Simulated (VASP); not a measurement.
```
CELL_PARAMETERS angstrom
      0.00000     3.30729     3.30729
      3.30729     0.00000     3.30729
      3.30729     3.30729     0.00000
ATOMIC_POSITIONS crystal
  Sr 0.00000 0.00000 0.00000
  Te 0.50000 0.50000 0.50000
```

These are PBEsol GGA, VASP's PBE PAW potentials (set 64) (plane waves; VASP) values and carry that method's errors. Numerical set-up: 400 eV cut-off, Gaussian smearing of 0.050 eV, potentials Sr_sv Te.

Unless said otherwise, spin-orbit coupling is left out, though it shifts the bands of the heavy elements here.

Q: Predict the band gap (along the path) with the smallest direct gap where there is one.

A: 
* **band gap (along the path)**: 1.55 eV
* **smallest direct gap (along the path)**: 2.32 eV

The absolute energy has meaning only against runs of the same code, potentials and settings.

The compound is SrTe in the rock salt structure. It was relaxed first.
